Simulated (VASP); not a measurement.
# ZnCd3Se3S: single point with HSE06

ZnCd3Se3S:

```
CELL_PARAMETERS angstrom
4.26265 2.46104 3.46333
-4.26265 2.46104 3.46333
0.00000 -4.92209 3.46333
ATOMIC_POSITIONS crystal
Zn 0.99181 0.99181 0.99181
Cd 0.50643 0.99620 0.50643
Cd 0.99620 0.50643 0.50643
Cd 0.50643 0.50643 0.99620
Se 0.23723 0.76250 0.23723
Se 0.76250 0.23723 0.23723
Se 0.23723 0.23723 0.76250
S 0.76169 0.76169 0.76169
```

The cell was built by a generator and needn't be a form met in nature.

| Quantity | Value |
| --- | --- |
| Program | VASP 6.6.1 |
| Task | single point |
| Functional | HSE06 |
| Potentials or basis | VASP PAW PBE potentials, release 64 (Zn, Cd, Se, S) |
| Cutoff | 520 eV |
| k mesh | 4 × 4 × 4 |
| Occupations | gaussian, width 0.02 eV |
| Spin | no spin polarisation |

- Pressure: -1.3 GPa
- Largest force: 0.063 eV/Å
- Band gap on the k mesh: 1.67 eV, direct

Forces on the atoms (eV/Å):
```
Zn   0.000  0.000  0.026
Cd  -0.020  0.012 -0.012
Cd   0.020  0.012 -0.012
Cd   0.000 -0.024 -0.012
Se   0.051 -0.029  0.023
Se  -0.051 -0.029  0.023
Se   0.000  0.058  0.023
S    0.000  0.000 -0.059
```

Levels at points of the mesh, in eV from the valence-band top:
| k point | band 32 | band 33 | band 34 | band 35 | band 36 | band 37 | band 38 | band 39 | band 40 | band 41 |
| --- | --- | --- | --- | --- | --- | --- | --- | --- | --- | --- |
| (0.00, 0.00, 0.00) | -1.82 | -1.76 | -0.04 | -0.04 | 0.00 | 1.67 | 4.03 | 4.03 | 4.35 | 4.63 |
| (0.50, 0.00, 0.00) | -2.23 | -1.29 | -1.14 | -0.96 | -0.78 | 4.23 | 4.36 | 5.27 | 5.37 | 6.10 |
| (0.50, 0.50, 0.00) | -1.86 | -1.06 | -0.96 | -0.75 | -0.46 | 4.53 | 4.96 | 5.05 | 5.07 | 6.60 |
| (0.50, 0.50, 0.50) | -0.77 | -0.77 | -0.63 | -0.47 | -0.47 | 3.29 | 3.45 | 3.57 | 3.57 | 7.34 |

It took 27 min on 8 MPI ranks on Intel(R) Xeon(R) Platinum 8488C (Sapphire Rapids), on a shared host, peak memory 0.6 GiB a rank.

Caveat: the PAW data sets were made with another functional, which shifts forces and pressure a little.
